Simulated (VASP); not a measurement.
OSZICAR of a VASP run on Nb₃TiC₄ (ordered alloy cell):

### OSZICAR
```
       N       E                     dE             d eps       ncg     rms          rms(c)
DAV:   1     0.869156024864E+03    0.86916E+03   -0.34656E+04  2800   0.182E+03
DAV:   2     0.201322332619E+02   -0.84902E+03   -0.82828E+03  2944   0.682E+02
DAV:   3    -0.934843018753E+02   -0.11362E+03   -0.11007E+03  4720   0.191E+02
DAV:   4    -0.101222886890E+03   -0.77386E+01   -0.76617E+01  4072   0.487E+01
DAV:   5    -0.101719622490E+03   -0.49674E+00   -0.49572E+00  4944   0.132E+01    0.291E+01
DAV:   6    -0.857541582232E+02    0.15965E+02   -0.11680E+02  3952   0.593E+01    0.984E+00
DAV:   7    -0.861572299246E+02   -0.40307E+00   -0.28464E+01  4128   0.281E+01    0.718E+00
DAV:   8    -0.855613434224E+02    0.59589E+00   -0.24215E+00  4336   0.159E+01    0.463E+00
DAV:   9    -0.856033309578E+02   -0.41988E-01   -0.20104E+00  4256   0.765E+00    0.256E+00
DAV:  10    -0.855578138280E+02    0.45517E-01   -0.17701E+00  4120   0.733E+00    0.139E+00
DAV:  11    -0.855187808199E+02    0.39033E-01   -0.33805E-01  3752   0.342E+00    0.444E-01
DAV:  12    -0.855192911427E+02   -0.51032E-03   -0.40935E-02  4064   0.135E+00    0.304E-01
DAV:  13    -0.855184554115E+02    0.83573E-03   -0.10293E-02  4072   0.640E-01    0.884E-02
DAV:  14    -0.855184750616E+02   -0.19650E-04   -0.25463E-03  4176   0.272E-01    0.651E-02
DAV:  15    -0.855184387084E+02    0.36353E-04   -0.22811E-04  4104   0.989E-02    0.264E-02
DAV:  16    -0.855184262197E+02    0.12489E-04   -0.10596E-04  4296   0.529E-02    0.864E-03
DAV:  17    -0.855184272966E+02   -0.10769E-05   -0.43252E-06  3240   0.120E-02    0.615E-03
DAV:  18    -0.855184270082E+02    0.28845E-06   -0.92238E-07  2272   0.779E-03
   1 F= -.85518427E+02 E0= -.85516965E+02  d E =-.855184E+02
       N       E                     dE             d eps       ncg     rms          rms(c)
DAV:   1    -0.861473188997E+02   -0.62889E+00   -0.25637E+01  3200   0.497E+01    0.742E+00
DAV:   2    -0.856508079011E+02    0.49651E+00   -0.35583E+00  3568   0.164E+01    0.310E+00
DAV:   3    -0.854987124845E+02    0.15210E+00   -0.91853E-01  4240   0.695E+00    0.177E+00
DAV:   4    -0.854552578560E+02    0.43455E-01   -0.39923E-01  4256   0.422E+00    0.905E-01
DAV:   5    -0.854642529806E+02   -0.89951E-02   -0.51864E-02  3832   0.146E+00    0.393E-01
DAV:   6    -0.854689226888E+02   -0.46697E-02   -0.14329E-02  4768   0.672E-01    0.408E-01
DAV:   7    -0.854735075752E+02   -0.45849E-02   -0.75054E-03  4336   0.440E-01    0.802E-02
DAV:   8    -0.854737200059E+02   -0.21243E-03   -0.18472E-03  4832   0.183E-01    0.535E-02
DAV:   9    -0.854737209981E+02   -0.99225E-06   -0.12702E-04  3928   0.649E-02    0.366E-02
DAV:  10    -0.854737240232E+02   -0.30251E-05   -0.33134E-05  3952   0.501E-02    0.803E-03
DAV:  11    -0.854737235473E+02    0.47590E-06   -0.32064E-06  2656   0.160E-02
   2 F= -.85473724E+02 E0= -.85472209E+02  d E =0.447035E-01
       N       E                     dE             d eps       ncg     rms          rms(c)
DAV:   1    -0.858306970764E+02   -0.35697E+00   -0.11344E+01  3216   0.334E+01    0.481E+00
DAV:   2    -0.856372767043E+02    0.19342E+00   -0.20477E+00  3936   0.116E+01    0.223E+00
DAV:   3    -0.855539756910E+02    0.83301E-01   -0.53638E-01  4336   0.513E+00    0.140E+00
DAV:   4    -0.855243743824E+02    0.29601E-01   -0.22315E-01  4176   0.305E+00    0.492E-01
DAV:   5    -0.855287076800E+02   -0.43333E-02   -0.21079E-02  3856   0.898E-01    0.269E-01
DAV:   6    -0.855314427509E+02   -0.27351E-02   -0.73054E-03  4728   0.390E-01    0.238E-01
DAV:   7    -0.855330618306E+02   -0.16191E-02   -0.25551E-03  4432   0.258E-01    0.425E-02
DAV:   8    -0.855331379400E+02   -0.76109E-04   -0.59216E-04  4736   0.110E-01    0.368E-02
DAV:   9    -0.855331353433E+02    0.25967E-05   -0.51746E-05  3928   0.403E-02    0.225E-02
DAV:  10    -0.855331302219E+02    0.51213E-05   -0.15009E-05  3624   0.303E-02    0.845E-03
DAV:  11    -0.855331323813E+02   -0.21594E-05   -0.11524E-06  2168   0.884E-03    0.174E-03
DAV:  12    -0.855331325672E+02   -0.18582E-06   -0.32676E-07  2032   0.576E-03
   3 F= -.85533133E+02 E0= -.85531653E+02  d E =-.147056E-01
```

### Question
Which electronic solver shows in the log?

### Answer
It is blocked Davidson (ALGO = Normal, or the opening steps of other solvers). The INCAR had ALGO = Normal.

### Question
Can the final energy be trusted as converged?

### Answer
The run converged. It stopped with EDIFF = 1E-6, NELM = 100, NSW = 60 and EDIFFG = -0.01 after 3 ionic steps (PBEsol GGA, plane waves, VASP's PBE PAW potentials (set 64)).

The structure was generated: Nb3TiC4 was put into an ordered model structure (Pm-3m), which need not be its known phase. This run relaxes it. Symmetry was kept, so distortions that lower it aren't found. The electron count is odd and the run is not spin-polarised, which forces a metal.
